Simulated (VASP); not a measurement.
The input files of a VASP run:

### INCAR
```
# general
SYSTEM = NaF
PREC   = Accurate
ENCUT  = 530   # plane-wave cut-off (eV)
LREAL  = .False.   # projection in real space or not
LASPH  = .True.

# electronic loop
EDIFF  = 1E-6   # SCF stop (eV)
NELM   = 100
ALGO   = Normal   # blocked Davidson

# smearing
ISMEAR = 0   # Gaussian
SIGMA  = 0.05   # width (eV)

# functional
GGA    = PS

# ions
IBRION = 2   # conjugate gradients
NSW    = 60
ISIF   = 3
EDIFFG = -0.01   # ionic stop

# output
LWAVE  = .False.
LCHARG = .False.
```

KPOINTS:
```
Automatic mesh
0
Gamma
9 9 9
```

### POSCAR
```
NaF
1.0
  0.0000000000   2.3150000000   2.3150000000
  2.3150000000   0.0000000000   2.3150000000
  2.3150000000   2.3150000000   0.0000000000
Na F
1 1
Cart
  0.0000000000   0.0000000000   0.0000000000
  2.3150000000   2.3150000000   2.3150000000
```

POTCAR, in this order: Na_pv F (PBE.64 set). Program: vasp_std.

Problem. Write an equivalent input for Quantum ESPRESSO's pw.x.

Solution. One equivalent input (not run):
```
&CONTROL
  calculation = 'vc-relax'
  pseudo_dir = './pseudo'
  outdir = './out'
  tprnfor = .true.
  tstress = .true.
  nstep = 60
  forc_conv_thr = 0.00039
/
&SYSTEM
  ibrav = 0
  nat = 2
  ntyp = 2
  ecutwfc = 88
  occupations = 'smearing'
  smearing = 'gaussian'
  degauss = 0.003675
  input_dft = 'pbesol'
/
&ELECTRONS
  conv_thr = 7.3e-08
  electron_maxstep = 100
/
&IONS
/
&CELL
/
ATOMIC_SPECIES
  Na 22.990 Na.upf
  F 18.998 F.upf
CELL_PARAMETERS angstrom
     0.0000000    2.3150000    2.3150000
     2.3150000    0.0000000    2.3150000
     2.3150000    2.3150000    0.0000000
ATOMIC_POSITIONS crystal
  Na   0.0000000  0.0000000  0.0000000
  F    0.5000000  0.5000000  0.5000000
K_POINTS automatic
  9 9 9 0 0 0
```
What does not carry over: the potentials are each code's own (VASP's PAW set, PseudoDojo norm-conserving files in pw.x), so ENCUT and ecutwfc are chosen apart and not converted; conv_thr bounds pw.x's estimated SCF error, while EDIFF bounds the energy change between steps; forc_conv_thr acts on force components and is met together with etot_conv_thr.

The compound is NaF in the rock salt structure. The cell was not relaxed at this level.
